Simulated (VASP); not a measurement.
Method: PBE GGA, VASP's PBE PAW potentials (set 64) (plane waves; VASP).

The input files of a VASP run:

### INCAR
```
SYSTEM = TiB2
NSW = 1   ! most ionic steps
ENCUT = 400
LCHARG = F
LEPSILON = F
ISMEAR = -1   ! Fermi-Dirac
ALGO = Normal   ! blocked Davidson
PREC = Accurate
LASPH = T   ! aspherical one-centre terms
LMAXMIX = 4   ! l cut-off of mixed one-centre charges
EDIFF = 1E-8
NELM = 100
ISIF = 2
IBRION = 8   ! DFPT with symmetry
LREAL = F   ! projection in real space or not
LWAVE = F
GGA = PE   ! PBE
SIGMA = 0.05   ! width (eV)
```

### POSCAR
```
TiB2
3.025930
  1.0000000000   0.0000000000   0.0000000000
 -0.5000000000   0.8660253211   0.0000000000
  0.0000000000   0.0000000000   1.0670339367
Ti B
1 2
Direct
  0.0076600000   0.0019010000   0.0002530000
  0.3262450000   0.6633750000   0.5032310000
  0.6660940000   0.3347240000   0.4965160000
```

File KPOINTS:
```
Automatic mesh
0
Gamma
8 8 7
0 0 0
```

POTCAR, in this order: Ti_sv B (PBE.64 set). Program: vasp_std.

Output

### OSZICAR
```
...
RMM:  11    -0.449318736113E-01   -0.40210E-06   -0.55040E-07 15444   0.929E-04    0.294E-05
RMM:  12    -0.449319512102E-01   -0.77599E-07   -0.44367E-07 15388   0.555E-04    0.254E-05
RMM:  13    -0.449319109622E-01    0.40248E-07   -0.28779E-07 15266   0.340E-04    0.137E-05
RMM:  14    -0.449319481642E-01   -0.37202E-07   -0.13414E-07 15890   0.215E-04    0.995E-06
RMM:  15    -0.449319702228E-01   -0.22059E-07   -0.98351E-08 15497   0.143E-04    0.501E-06
RMM:  16    -0.449319501631E-01    0.20060E-07   -0.63693E-08 14745   0.101E-04    0.698E-06
RMM:  17    -0.449319597402E-01   -0.95771E-08   -0.30243E-08 15642   0.751E-05    0.542E-06
 Linear response progress:
  Degree of freedom:   6/  9
       N       E                     dE             d eps       ncg     rms          rms(c)
RMM:   1    -0.463285715909E-01   -0.46329E-01    0.12191E-02 11692   0.197E+00
RMM:   2    -0.443934495517E-01    0.19351E-02   -0.31816E-03 11501   0.419E-01    0.134E-01
RMM:   3    -0.443930684829E-01    0.38107E-06   -0.12475E-03 11883   0.227E-01    0.690E-02
RMM:   4    -0.449018875028E-01   -0.50882E-03   -0.86058E-04 11909   0.168E-01    0.139E-02
RMM:   5    -0.449087349440E-01   -0.68474E-05   -0.16242E-04 13134   0.685E-02    0.613E-03
RMM:   6    -0.449457577219E-01   -0.37023E-04   -0.42685E-05 14106   0.321E-02    0.267E-03
RMM:   7    -0.449481554558E-01   -0.23977E-05   -0.10221E-05 14604   0.151E-02    0.791E-04
RMM:   8    -0.449423614191E-01    0.57940E-05   -0.30420E-06 14499   0.710E-03    0.443E-04
RMM:   9    -0.449443488214E-01   -0.19874E-05   -0.10482E-06 14416   0.360E-03    0.101E-04
RMM:  10    -0.449435824325E-01    0.76639E-06   -0.12528E-06 15155   0.185E-03    0.899E-05
RMM:  11    -0.449441608795E-01   -0.57845E-06   -0.15011E-06 14258   0.101E-03    0.223E-05
RMM:  12    -0.449440655386E-01    0.95341E-07   -0.10156E-06 15489   0.563E-04    0.821E-06
RMM:  13    -0.449440907672E-01   -0.25229E-07   -0.66815E-07 15286   0.325E-04    0.865E-06
RMM:  14    -0.449440564762E-01    0.34291E-07   -0.38082E-07 14624   0.197E-04    0.393E-06
RMM:  15    -0.449440755345E-01   -0.19058E-07   -0.22782E-07 15445   0.129E-04    0.756E-06
RMM:  16    -0.449440700788E-01    0.54556E-08   -0.14290E-07 15015   0.876E-05    0.415E-06
RMM:  17    -0.449440669839E-01    0.30949E-08   -0.81894E-08 15249   0.626E-05    0.332E-06
 Linear response progress:
  Degree of freedom:   7/  9
       N       E                     dE             d eps       ncg     rms          rms(c)
RMM:   1    -0.502085194240E-01   -0.50209E-01   -0.24671E-02 13161   0.159E+00
RMM:   2    -0.446034287063E-01    0.56051E-02   -0.40618E-03 11692   0.445E-01    0.164E-01
RMM:   3    -0.445517210203E-01    0.51708E-04   -0.15029E-03 12020   0.226E-01    0.845E-02
RMM:   4    -0.451587419601E-01   -0.60702E-03   -0.92535E-04 11545   0.171E-01    0.954E-03
RMM:   5    -0.451416704436E-01    0.17072E-04   -0.20395E-04 14198   0.660E-02    0.522E-03
RMM:   6    -0.451648846358E-01   -0.23214E-04   -0.40661E-05 15057   0.282E-02    0.194E-03
RMM:   7    -0.451753255956E-01   -0.10441E-04   -0.84875E-06 14687   0.124E-02    0.777E-04
RMM:   8    -0.451714365838E-01    0.38890E-05   -0.48275E-06 15044   0.611E-03    0.382E-04
RMM:   9    -0.451740215791E-01   -0.25850E-05   -0.94662E-07 15247   0.328E-03    0.151E-04
RMM:  10    -0.451728908610E-01    0.11307E-05   -0.90742E-07 14977   0.170E-03    0.696E-05
RMM:  11    -0.451732605336E-01   -0.36967E-06   -0.74646E-07 15543   0.966E-04    0.411E-05
RMM:  12    -0.451733449409E-01   -0.84407E-07   -0.63027E-07 15382   0.563E-04    0.212E-05
RMM:  13    -0.451734842348E-01   -0.13929E-06   -0.39994E-07 15325   0.340E-04    0.745E-06
RMM:  14    -0.451734680989E-01    0.16136E-07   -0.24835E-07 15664   0.213E-04    0.610E-06
RMM:  15    -0.451734958642E-01   -0.27765E-07   -0.14828E-07 15127   0.140E-04    0.267E-06
RMM:  16    -0.451734887713E-01    0.70929E-08   -0.10941E-07 15467   0.972E-05    0.250E-06
RMM:  17    -0.451734896298E-01   -0.85851E-09   -0.50963E-08 15366   0.710E-05    0.311E-06
 Linear response progress:
  Degree of freedom:   8/  9
       N       E                     dE             d eps       ncg     rms          rms(c)
RMM:   1    -0.493406315650E-01   -0.49341E-01   -0.20882E-02 13097   0.158E+00
RMM:   2    -0.443350527189E-01    0.50056E-02   -0.39997E-03 11911   0.429E-01    0.162E-01
RMM:   3    -0.442931839095E-01    0.41869E-04   -0.13919E-03 12038   0.220E-01    0.834E-02
RMM:   4    -0.449035264338E-01   -0.61034E-03   -0.94748E-04 11794   0.171E-01    0.968E-03
RMM:   5    -0.448806168529E-01    0.22910E-04   -0.18956E-04 14000   0.648E-02    0.539E-03
RMM:   6    -0.449026037800E-01   -0.21987E-04   -0.39008E-05 15026   0.284E-02    0.220E-03
RMM:   7    -0.449141529369E-01   -0.11549E-04   -0.84339E-06 14817   0.124E-02    0.960E-04
RMM:   8    -0.449113320689E-01    0.28209E-05   -0.62023E-06 15108   0.613E-03    0.340E-04
RMM:   9    -0.449136815932E-01   -0.23495E-05   -0.19641E-06 15279   0.316E-03    0.126E-04
RMM:  10    -0.449127850467E-01    0.89655E-06   -0.93324E-07 14986   0.163E-03    0.633E-05
RMM:  11    -0.449130938891E-01   -0.30884E-06   -0.90991E-07 15653   0.928E-04    0.400E-05
RMM:  12    -0.449131700931E-01   -0.76204E-07   -0.54282E-07 15554   0.540E-04    0.319E-05
RMM:  13    -0.449133342103E-01   -0.16412E-06   -0.29800E-07 14868   0.334E-04    0.784E-06
RMM:  14    -0.449133347640E-01   -0.55369E-09   -0.17952E-07 15862   0.214E-04    0.362E-06
RMM:  15    -0.449133374473E-01   -0.26833E-08   -0.10968E-07 15607   0.139E-04    0.329E-06
RMM:  16    -0.449133640639E-01   -0.26617E-07   -0.68282E-08 14928   0.969E-05    0.108E-06
RMM:  17    -0.449133538664E-01    0.10197E-07   -0.35469E-08 15179   0.721E-05    0.167E-06
RMM:  18    -0.449133574531E-01   -0.35867E-08   -0.22245E-08 14894   0.566E-05    0.133E-06
 Linear response progress:
  Degree of freedom:   9/  9
       N       E                     dE             d eps       ncg     rms          rms(c)
RMM:   1    -0.463213922751E-01   -0.46321E-01    0.12187E-02 11682   0.197E+00
RMM:   2    -0.443913792286E-01    0.19300E-02   -0.31864E-03 11484   0.420E-01    0.134E-01
RMM:   3    -0.443903482710E-01    0.10310E-05   -0.12503E-03 11875   0.228E-01    0.690E-02
RMM:   4    -0.448985959274E-01   -0.50825E-03   -0.86179E-04 11915   0.168E-01    0.140E-02
RMM:   5    -0.449068301266E-01   -0.82342E-05   -0.16113E-04 13118   0.682E-02    0.624E-03
RMM:   6    -0.449418590474E-01   -0.35029E-04   -0.42392E-05 14092   0.320E-02    0.272E-03
RMM:   7    -0.449450844390E-01   -0.32254E-05   -0.10139E-05 14590   0.151E-02    0.772E-04
RMM:   8    -0.449396726966E-01    0.54117E-05   -0.30207E-06 14478   0.709E-03    0.442E-04
RMM:   9    -0.449415561617E-01   -0.18835E-05   -0.10423E-06 14443   0.360E-03    0.108E-04
RMM:  10    -0.449407923027E-01    0.76386E-06   -0.10225E-06 15171   0.186E-03    0.928E-05
RMM:  11    -0.449413580349E-01   -0.56573E-06   -0.16376E-06 14288   0.101E-03    0.238E-05
RMM:  12    -0.449412464484E-01    0.11159E-06   -0.12169E-06 15414   0.569E-04    0.910E-06
RMM:  13    -0.449412754592E-01   -0.29011E-07   -0.80308E-07 15336   0.329E-04    0.909E-06
RMM:  14    -0.449412443878E-01    0.31071E-07   -0.44646E-07 14566   0.203E-04    0.474E-06
RMM:  15    -0.449412630314E-01   -0.18644E-07   -0.27560E-07 15375   0.134E-04    0.655E-06
RMM:  16    -0.449412567773E-01    0.62542E-08   -0.16635E-07 14942   0.919E-05    0.238E-06
RMM:  17    -0.449412543221E-01    0.24551E-08   -0.10092E-07 15245   0.665E-05    0.206E-06
RMM:  18    -0.449412613251E-01   -0.70029E-08   -0.68216E-08 14120   0.514E-05    0.391E-06
 Linear response finished
```

OUTCAR:
```
------------------------ aborting loop because EDIFF is reached ----------------------------------------

   1 f  =   27.833502 THz   174.883053 2PiTHz  928.425702 cm-1   115.110065 meV
             X         Y         Z           dx          dy          dz
      0.020302  0.004982  0.000817     0.006111    0.007267    0.000595
     -0.016469  1.738395  1.624817     0.645945    0.264874    0.000817
      1.509128  0.877155  1.603136    -0.658786   -0.280182   -0.002073

   2 f  =   26.517830 THz   166.616437 2PiTHz  884.539583 cm-1   109.668882 meV
             X         Y         Z           dx          dy          dz
      0.020302  0.004982  0.000817    -0.008849    0.006198    0.000117
     -0.016469  1.738395  1.624817     0.281858   -0.658830   -0.000706
      1.509128  0.877155  1.603136    -0.263217    0.645832    0.000459

   3 f  =   16.839202 THz   105.803826 2PiTHz  561.695314 cm-1    69.641312 meV
             X         Y         Z           dx          dy          dz
      0.020302  0.004982  0.000817     0.002331    0.000226   -0.005166
     -0.016469  1.738395  1.624817    -0.003568   -0.001394    0.712522
      1.509128  0.877155  1.603136    -0.001331    0.000901   -0.701614

   4 f  =   15.495302 THz    97.359853 2PiTHz  516.867633 cm-1    64.083390 meV
             X         Y         Z           dx          dy          dz
      0.020302  0.004982  0.000817    -0.206638    0.518096   -0.013370
     -0.016469  1.738395  1.624817     0.207723   -0.536377    0.014708
      1.509128  0.877155  1.603136     0.227011   -0.553101    0.013384

   5 f  =   15.372810 THz    96.590211 2PiTHz  512.781730 cm-1    63.576803 meV
             X         Y         Z           dx          dy          dz
      0.020302  0.004982  0.000817    -0.043309   -0.002974    0.556426
     -0.016469  1.738395  1.624817     0.045051    0.003941   -0.578137
      1.509128  0.877155  1.603136     0.046018    0.002238   -0.591688

   6 f  =   15.294709 THz    96.099489 2PiTHz  510.176565 cm-1    63.253804 meV
             X         Y         Z           dx          dy          dz
      0.020302  0.004982  0.000817    -0.516313   -0.207172   -0.041294
     -0.016469  1.738395  1.624817     0.549989    0.228770    0.045848
      1.509128  0.877155  1.603136     0.536117    0.206787    0.041080

   7 f/i=    0.002848 THz     0.017892 2PiTHz    0.094986 cm-1     0.011777 meV
             X         Y         Z           dx          dy          dz
      0.020302  0.004982  0.000817     0.822252   -0.098579    0.053975
     -0.016469  1.738395  1.624817     0.390864   -0.046861    0.025661
      1.509128  0.877155  1.603136     0.390877   -0.046868    0.025666

   8 f/i=    0.005695 THz     0.035782 2PiTHz    0.189961 cm-1     0.023552 meV
             X         Y         Z           dx          dy          dz
      0.020302  0.004982  0.000817     0.077274    0.785232    0.256904
     -0.016469  1.738395  1.624817     0.036756    0.373433    0.122173
      1.509128  0.877155  1.603136     0.036751    0.373408    0.122172

   9 f/i=    0.007185 THz     0.045147 2PiTHz    0.239680 cm-1     0.029717 meV
             X         Y         Z           dx          dy          dz
      0.020302  0.004982  0.000817     0.081573    0.249497   -0.787125
     -0.016469  1.738395  1.624817     0.038817    0.118675   -0.374386
      1.509128  0.877155  1.603136     0.038819    0.118667   -0.374415

 ELASTIC MODULI CONTR FROM IONIC RELAXATION (kBar)
 Direction    XX          YY          ZZ          XY          YZ          ZX
 --------------------------------------------------------------------------------
 XX         -52.9762     29.3505    -10.7681    -18.6111      0.3251     -0.3017
 YY          29.3505    -21.6309      0.9600     -0.0535     -0.4280     -0.2634
 ZZ         -10.7681      0.9600    -12.8414     -4.9066     -0.2660     -0.7453
 XY         -18.6111     -0.0535     -4.9066    -50.1519     -0.0335      0.3809
 YZ           0.3251     -0.4280     -0.2660     -0.0335     -0.3961     -1.6081
 ZX          -0.3017     -0.2634     -0.7453      0.3809     -1.6081     -6.7024
 --------------------------------------------------------------------------------
```
(Selected blocks of OUTCAR.)

At this cut-off the stress carries a Pulay error, which pulls relaxed volumes low.

The structure comes from a computed database's TiB2 entry; how it stands against other phases isn't given here. The cell was not relaxed at this level, atoms are displaced from their ideal sites. The run is one of a series of settings (EDIFF = 1E-8, IBRION = 8, LEPSILON = .FALSE., NSW = 1 against the base run), some of them coarse on purpose.
